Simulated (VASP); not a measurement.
# C (Fd-3m) in VASP: notebook, part 2 of 2

VASP 6.6.1.

**4. Band structure, TB-mBJ**

POSCAR

```
C                                       
1.0
    0.0000000000      1.7858054497      1.7858054497
    1.7858054497      0.0000000000      1.7858054497
    1.7858054497      1.7858054497      0.0000000000
  C             
     2
Direct
     0.0000000000000000    0.0000000000000000    0.0000000000000000
     0.2500000000000000    0.2500000000000000    0.2500000000000000
```

INCAR.step1

```
ALGO = Normal
EDIFF = 1E-5
ENCUT = 520
GGA = PE
ISIF = 2
ISMEAR = 0
LASPH = True
LCHARG = False
LREAL = False
LWAVE = True
NBANDS = 11
NELM = 80
PREC = Accurate
SIGMA = 0.03
```

INCAR.step2

```
ALGO = Normal
EDIFF = 1E-7
ENCUT = 520
ISIF = 2
ISMEAR = 0
ISTART = 1
LASPH = True
LCHARG = False
LREAL = False
LWAVE = False
METAGGA = MBJ
NBANDS = 11
NELM = 80
PREC = Accurate
SIGMA = 0.03
```

KPOINTS

```
k-points
0
Gamma
  14 14 14
```

KPOINTS_OPT is that of step 3.

Launch:

```bash
> cat potpaw_PBE.64/C/POTCAR > POTCAR
> cp INCAR.step1 INCAR
> mpirun -np 1 vasp_std > vasp.out
> cp INCAR.step2 INCAR
> mpirun -np 1 vasp_std > vasp.out
```

Wall time 52 s (1 thread of Intel Xeon Platinum 8259CL at 2.50GHz (Skylake/Cascade Lake), shared host); peak memory 0.13 GiB.

The run converged. Its results:

```
Band gap on the k mesh  : 4.94 eV, indirect (least direct gap 6.61 eV)
Band gap along the path : 4.94 eV, indirect (least direct gap 6.61 eV)
```

Levels at the corners of the path, in eV from the valence-band top:
| point | band 1 | band 2 | band 3 | band 4 | band 5 | band 6 | band 7 | band 8 | band 9 |
| --- | --- | --- | --- | --- | --- | --- | --- | --- | --- |
| Γ | -21.67 | 0.00 | 0.00 | 0.00 | 6.61 | 6.61 | 6.61 | 14.21 | 20.59 |
| X | -12.98 | -12.98 | -6.10 | -6.10 | 5.59 | 5.59 | 18.71 | 18.71 | 25.11 |
| X | -12.98 | -12.98 | -6.10 | -6.10 | 5.59 | 5.59 | 18.71 | 18.71 | 25.11 |
| W | -12.32 | -12.32 | -7.94 | -7.94 | 11.69 | 11.69 | 13.42 | 13.42 | 22.90 |
| W | -12.32 | -12.32 | -7.94 | -7.94 | 11.69 | 11.69 | 13.42 | 13.42 | 22.90 |
| K | -13.36 | -11.92 | -8.90 | -5.18 | 6.54 | 11.76 | 15.93 | 17.26 | 19.74 |
| K | -13.36 | -11.92 | -8.90 | -5.18 | 6.54 | 11.76 | 15.93 | 17.26 | 19.74 |
| Γ | -21.67 | 0.00 | 0.00 | 0.00 | 6.61 | 6.61 | 6.61 | 14.21 | 20.59 |
| Γ | -21.67 | 0.00 | 0.00 | 0.00 | 6.61 | 6.61 | 6.61 | 14.21 | 20.59 |
| L | -16.11 | -13.13 | -2.70 | -2.70 | 9.32 | 9.50 | 9.50 | 17.60 | 23.60 |
| L | -16.11 | -13.13 | -2.70 | -2.70 | 9.32 | 9.50 | 9.50 | 17.60 | 23.60 |
| U | -13.36 | -11.92 | -8.90 | -5.18 | 6.54 | 11.76 | 15.93 | 17.26 | 19.74 |
| U | -13.36 | -11.92 | -8.90 | -5.18 | 6.54 | 11.76 | 15.93 | 17.26 | 19.74 |
| W | -12.32 | -12.32 | -7.94 | -7.94 | 11.69 | 11.69 | 13.42 | 13.42 | 22.90 |
| W | -12.32 | -12.32 | -7.94 | -7.94 | 11.69 | 11.69 | 13.42 | 13.42 | 22.90 |
| L | -16.11 | -13.13 | -2.70 | -2.70 | 9.32 | 9.50 | 9.50 | 17.60 | 23.60 |
| L | -16.11 | -13.13 | -2.70 | -2.70 | 9.32 | 9.50 | 9.50 | 17.60 | 23.60 |
| K | -13.36 | -11.92 | -8.90 | -5.18 | 6.54 | 11.76 | 15.93 | 17.26 | 19.74 |
| U | -13.36 | -11.92 | -8.90 | -5.18 | 6.54 | 11.76 | 15.93 | 17.26 | 19.74 |
| X | -12.98 | -12.98 | -6.10 | -6.10 | 5.59 | 5.59 | 18.71 | 18.71 | 25.11 |

Caveat: the PAW data sets were made with another functional, which shifts forces and pressure a little.

**5. Band structure, LDA**

INCAR

```
ALGO = Normal
EDIFF = 1E-7
ENCUT = 520
GGA = CA
ISIF = 2
ISMEAR = 0
LASPH = True
LCHARG = False
LREAL = False
LWAVE = False
NBANDS = 11
NELM = 80
PREC = Accurate
SIGMA = 0.03
```

KPOINTS is that of step 4.

POSCAR is that of step 4.

KPOINTS_OPT is that of step 4.

Potentials or basis: VASP PAW LDA potentials, release 64 (C).

Launch:

```bash
> cat potpaw_LDA.64/C/POTCAR > POTCAR
> mpirun -np 1 vasp_std > vasp.out
```

OUTCAR:

```text
EDIFF = 1E-7
   ENCUT = 520
   GGA = CA
   ISIF = 2
   ISMEAR = 0
   LASPH = True
   LREAL = False
   NELM = 80
   PREC = Accurate

 ion  position               nearest neighbor table
   1  0.000  0.000  0.000-   2 1.55   2 1.55   2 1.55   2 1.55
   2  0.250  0.250  0.250-   1 1.55   1 1.55   1 1.55   1 1.55

  LATTYP: Found a face centered cubic cell.
 ALAT       =     3.5716108994

  Lattice vectors:

 A1 = (   0.0000000000,   1.7858054497,   1.7858054497)
 A2 = (   1.7858054497,   0.0000000000,   1.7858054497)
 A3 = (   1.7858054497,   1.7858054497,   0.0000000000)

Analysis of symmetry for initial positions (statically):
=====================================================================
 Subroutine PRICEL returns:
 Original cell was already a primitive cell.

 Routine SETGRP: Setting up the symmetry group for a
 face centered cubic supercell.

 Subroutine GETGRP returns: Found 48 space group operations
 (whereof 24 operations were pure point group operations)
 out of a pool of 48 trial point group operations.

The static configuration has the point symmetry T_d .
 The point group associated with its full space group is O_h .

[... 166 lines left out ...]
 fundamental gap:      4.0880038419
 Fermi energy:         9.8667227937

 k-point     1 :       0.0000    0.0000    0.0000
  band No.  band energies     occupation
      1     -11.6002      2.00000
      2       9.6639      2.00000
      3       9.6639      2.00000
      4       9.6639      2.00000
      5      15.1949      0.00000
      6      15.1949      0.00000
      7      15.1949      0.00000
      8      23.1271      0.00000
      9      28.6139      0.00000
     10      36.2479      0.00000
     11      36.2479      0.00000
[... 309 lines left out ...]
 k-point    24 :       0.2857    0.1429    0.0000
  band No.  band energies     occupation
      1      -9.5551      2.00000
      2       3.7219      2.00000
      3       6.3652      2.00000
      4       7.1140      2.00000
      5      15.5229      0.00000
      6      19.5715      0.00000
      7      19.6221      0.00000
      8      21.9494      0.00000
      9      29.9183      0.00000
     10      30.6801      0.00000
     11      35.8358      0.00000

 [... further k-points ...]
[... 5 lines left out ...]
  --------------------------------------------------------------------------------------
  -------------------------------------------------------------------------------------
  Total       -0.9492995     -0.9492995     -0.9492995      0.0000000      0.0000000     -0.0000000
  in kB     -133.5307853   -133.5307853   -133.5307853      0.0000000      0.0000000     -0.0000000
  external PRESSURE =    -133.5307853 kB  Pullay stress =       0.0000000 kB

 VOLUME and BASIS-vectors are now :
 -----------------------------------------------------------------------------
  energy-cutoff  :      520.00
  volume of cell :       11.39
      direct lattice vectors                 reciprocal lattice vectors
     0.000000000  1.785805450  1.785805450    -0.279985706  0.279985706  0.279985706
     1.785805450  0.000000000  1.785805450     0.279985706 -0.279985706  0.279985706
     1.785805450  1.785805450  0.000000000     0.279985706  0.279985706 -0.279985706

 POSITION                                       TOTAL-FORCE (eV/Angst)
 -----------------------------------------------------------------------------------
      0.00000      0.00000      0.00000         0.000000     -0.000000      0.000000
      0.89290      0.89290      0.89290        -0.000000      0.000000     -0.000000
 -----------------------------------------------------------------------------------
    total drift:                                0.000000      0.000000      0.000000

  FREE ENERGIE OF THE ION-ELECTRON SYSTEM (eV)
  ---------------------------------------------------
  free  energy   TOTEN  =       -20.2316958098 eV

  energy  without entropy=      -20.2316958098  energy(sigma->0) =      -20.23169581
```

OSZICAR:

```text
N       E                     dE             d eps       ncg     rms          rms(c)
DAV:   1    -0.339873498034E+01   -0.33987E+01   -0.47445E+03  2360   0.711E+02
DAV:   2    -0.207047525295E+02   -0.17306E+02   -0.16777E+02  2978   0.119E+02
[... 14 lines left out ...]
DAV:   4     0.757732436149E+03   -0.67091E-01     2513
DAV:   5     0.757732351015E+03   -0.85134E-04     2613
DAV:   6     0.757732350862E+03   -0.15216E-06     2523
DAV:   7     0.757732350863E+03    0.26262E-10     2264
       N       E                     dE             ncg
DAV:   1     0.177438377423E+05   -0.22148E+05     1250
DAV:   2     0.168183112788E+05   -0.92553E+03     1471
DAV:   3     0.168028893960E+05   -0.15422E+02     1448
DAV:   4     0.168028689154E+05   -0.20481E-01     1282
DAV:   5     0.168028688898E+05   -0.25523E-04     1423
DAV:   6     0.168028688898E+05   -0.40793E-07     1353
```

stdout:

```text
POSCAR found type information on POSCAR C
 POSCAR found :  1 types and       2 ions
 scaLAPACK will be used
 LDA part: xc-table for (Slater(with rela. corr.)+CA(PZ))
 , standard interpolation
 POSCAR, INCAR and KPOINTS ok, starting setup
 FFT: planning ... GRIDC
 FFT: planning ... GRID_SOFT
 FFT: planning ... GRID
 WAVECAR not read
 entering main loop
 Start KPOINTS_OPT (optional k-point list driver)
k-point batch [1-104\159]
k-point batch [105-159\159]
```

Run time: 15 s. Hardware: 1 thread of Intel Xeon Platinum 8259CL at 2.50GHz (Skylake/Cascade Lake), shared host; peak memory 0.13 GiB.

What came out:

- Free energy: -20.2317 eV
- Pressure: -13.4 GPa
- Band gap on the k mesh: 4.09 eV, indirect (least direct gap 5.53 eV)
- Band gap along the path: 4.09 eV, indirect (least direct gap 5.53 eV)

Levels at the corners of the path, in eV from the valence-band top:
```
point  band 2  band 3  band 4  band 5  band 6  band 7
    Γ    0.00    0.00    0.00    5.53    5.53    5.53
    X  -12.58   -6.27   -6.27    4.70    4.70   16.57
    X  -12.58   -6.27   -6.27    4.70    4.70   16.57
    W  -11.75   -8.32   -8.32   10.42   10.42   12.28
    W  -11.75   -8.32   -8.32   10.42   10.42   12.28
    K  -11.56   -9.32   -5.33    5.60   10.62   14.19
    K  -11.56   -9.32   -5.33    5.60   10.62   14.19
    Γ    0.00    0.00    0.00    5.53    5.53    5.53
    Γ    0.00    0.00    0.00    5.53    5.53    5.53
    L  -13.31   -2.78   -2.78    8.37    8.37    8.96
    L  -13.31   -2.78   -2.78    8.37    8.37    8.96
    U  -11.56   -9.32   -5.33    5.60   10.62   14.19
    U  -11.56   -9.32   -5.33    5.60   10.62   14.19
    W  -11.75   -8.32   -8.32   10.42   10.42   12.28
    W  -11.75   -8.32   -8.32   10.42   10.42   12.28
    L  -13.31   -2.78   -2.78    8.37    8.37    8.96
    L  -13.31   -2.78   -2.78    8.37    8.37    8.96
    K  -11.56   -9.32   -5.33    5.60   10.62   14.19
    U  -11.56   -9.32   -5.33    5.60   10.62   14.19
    X  -12.58   -6.27   -6.27    4.70    4.70   16.57
```

**6. Overview**

```tsv
level	potentials or basis	gap on the mesh (eV)	pressure (GPa)
PBE	VASP PAW PBE potentials, release 64 (C)	4.12	0.7
r2SCAN	VASP PAW PBE potentials, release 64 (C)	4.31	-3.1
TB-mBJ	VASP PAW PBE potentials, release 64 (C)	4.94	-
LDA	VASP PAW LDA potentials, release 64 (C)	4.09	-13.4
```

Alike in all rows: task band structure; no spin polarisation; cell as given; k mesh 14 × 14 × 14; cutoff (eV) 520; smearing gaussian 0.03 eV.

Caveats: the PAW data sets were made with another functional, which shifts forces and pressure a little (some runs).

Absolute energies hang on the potentials; compare differences alone.
